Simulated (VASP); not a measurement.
Data:

```
CELL_PARAMETERS angstrom
      1.87489    -3.24740     0.00000
      1.87489     3.24740     0.00000
      0.00000     0.00000     6.45836
ATOMIC_POSITIONS crystal
  Pt 0.00000 0.00000 0.00000
  Se 0.33333 0.66667 0.20258
  Se 0.66667 0.33333 0.79742
```

Method: PBE GGA, VASP's PBE PAW potentials (set 64) (plane waves; VASP). Numerical set-up: 520 eV cut-off, 6×6×3 Γ-centred mesh, Gaussian smearing of 0.050 eV, potentials Pt Se.

Without a dispersion term in the relaxation, distances and binding between the weakly bound layers, chains or molecules are unreliable, and so is what depends on them.

Estimate the energy per atom (σ→0).

| Property | Value |
|---|---|
| energy per atom (σ→0) | -4.767 eV/atom |

The absolute energy has meaning only against runs of the same code, potentials and settings.

The compound is PtSe2 in the 1T layered structure. It was relaxed first, which changed the volume by +28 %. The start is the result of an earlier pass.
